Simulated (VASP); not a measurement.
An input for Quantum ESPRESSO's pw.x (written as the equivalent of a VASP run, and not itself run):

```
&CONTROL
  calculation = 'vc-relax'
  pseudo_dir = './pseudo'
  outdir = './out'
  tprnfor = .true.
  tstress = .true.
  nstep = 60
  forc_conv_thr = 0.00078
/
&SYSTEM
  ibrav = 0
  nat = 5
  ntyp = 2
  ecutwfc = 86
  occupations = 'smearing'
  smearing = 'methfessel-paxton'
  degauss = 0.00735
  input_dft = 'pbesol'
/
&ELECTRONS
  conv_thr = 7.3e-08
  electron_maxstep = 100
/
&IONS
/
&CELL
/
ATOMIC_SPECIES
  In 114.818 In.upf
  Se 78.971 Se.upf
CELL_PARAMETERS angstrom
     3.9542267    0.0019731   -0.0063836
     1.9772243    3.4234715   -0.0097387
     0.0000924    0.0088991    9.3344823
ATOMIC_POSITIONS crystal
  In   0.3334894  0.3350504  0.8027231
  In   0.6665106  0.6649496  0.1972769
  Se   0.0000000  0.0000000  0.0000000
  Se   0.3336041  0.3323561  0.3415985
  Se   0.6663959  0.6676439  0.6584015
K_POINTS automatic
  8 8 3 0 0 0
```

Task: Translate this input to VASP (INCAR, KPOINTS, POSCAR, choice of POTCAR).

Result: One answer among several that fit: 
**INCAR**
```
SYSTEM = In2Se3
PREC = Accurate
ENCUT = 400
EDIFF = 1E-6
NELM = 100
ALGO = Normal
LREAL = .FALSE.
LASPH = .TRUE.
ISMEAR = 1
SIGMA = 0.1
GGA = PS
LMAXMIX = 4
LWAVE = .FALSE.
LCHARG = .FALSE.
IBRION = 2
ISIF = 3
NSW = 60
EDIFFG = -0.02
```

**KPOINTS**
```
kpoints
0
Gamma
8 8 3
```

File POSCAR:
```
In2Se3
1.0
  3.9542266576   0.0019730981  -0.0063836279
  1.9772242950   3.4234714895  -0.0097386826
  0.0000923642   0.0088990802   9.3344822590
In Se
2 3
Cart
  1.9812367230   1.1548370280   7.4876123507
  3.9503065938   2.2795066398   1.8307475978
  0.0000000000   0.0000000000   0.0000000000
  1.9763204606   1.1415097214   3.1832785437
  3.9552228562   2.2928339464   6.1350814048
```

POTCAR, in this order: In_d Se (PBE.64 set). Program: vasp_std.

Limits of the translation: the potentials are each code's own (VASP's PAW set, PseudoDojo norm-conserving files in pw.x), so ENCUT and ecutwfc are chosen apart and not converted; conv_thr bounds pw.x's estimated SCF error, while EDIFF bounds the energy change between steps; forc_conv_thr acts on force components and is met together with etot_conv_thr.

The structure comes from a computed database's In2Se3 entry; how it stands against other phases isn't given here. This run relaxes it. Symmetry was kept, so distortions that lower it aren't found. The start is the result of an earlier pass.
